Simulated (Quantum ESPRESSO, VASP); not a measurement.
The input files of a VASP run:

### INCAR
```
ALGO = Normal
EDIFF = 1E-6
ENCUT = 400
GGA = PE
ISIF = 2
ISMEAR = 0
LASPH = .True.
LCHARG = .False.
LDAU = .True.
LDAUJ = 0 0
LDAUL = 2 -1
LDAUTYPE = 2
LDAUU = 1.0 0
LMAXMIX = 6
LREAL = .False.
LWAVE = .False.
NELM = 100
PREC = Accurate
SIGMA = 0.272
SYSTEM = HfN
```

POSCAR:
```
HfN
2.260
  0.0000000000   1.0000000000   1.0000000000
  1.0000000000   0.0000000000   1.0000000000
  1.0000000000   1.0000000000   0.0000000000
Hf N
1 1
Cartesian
  0.0000000000   0.0000000000   0.0000000000
  1.0000000000   1.0000000000   1.0000000000
```

### KPOINTS
```
Regular mesh
0
Gamma
10 10 10
```

POTCAR, in this order: Hf_pv N (PBE.64 set). Program: vasp_std.

Task: Write an input for Quantum ESPRESSO that does the same calculation.

Result: One input that does it (PBE+U, SSSP 1.1.2 efficiency (PBE) pseudopotentials):
```
&control
 calculation = 'scf',
 prefix = 'pwscf',
 outdir = './tmp/',
 pseudo_dir = './',
 verbosity = 'high',
 tprnfor = .true.,
 tstress = .true.,
/
&system
 ibrav = 0,
 nat = 2,
 ntyp = 2,
 ecutwfc = 60,
 ecutrho = 480,
 occupations = 'smearing',
 smearing = 'gauss',
 degauss = 0.019992,
/
&electrons
 conv_thr = 1e-10,
 mixing_beta = 0.4,
/
ATOMIC_SPECIES
Hf   178.4900  Hf-sp.oncvpsp.upf
N     14.0070  N.pbe-n-radius_5.UPF
CELL_PARAMETERS angstrom
   0.0000000000     2.2600000000     2.2600000000
   2.2600000000     0.0000000000     2.2600000000
   2.2600000000     2.2600000000     0.0000000000
ATOMIC_POSITIONS crystal
Hf    0.0000000000    0.0000000000    0.0000000000
N     0.5000000000    0.5000000000    0.5000000000
K_POINTS automatic
10 10 10  0 0 0
HUBBARD {ortho-atomic}
U Hf-5d 1
```
The two runs describe the same crystal, functional and task. Each code takes its own potentials, basis and convergence tests.

The structure is a typed HfN crystal (Fm-3m). The cell was not relaxed at this level, and it may have been scaled.
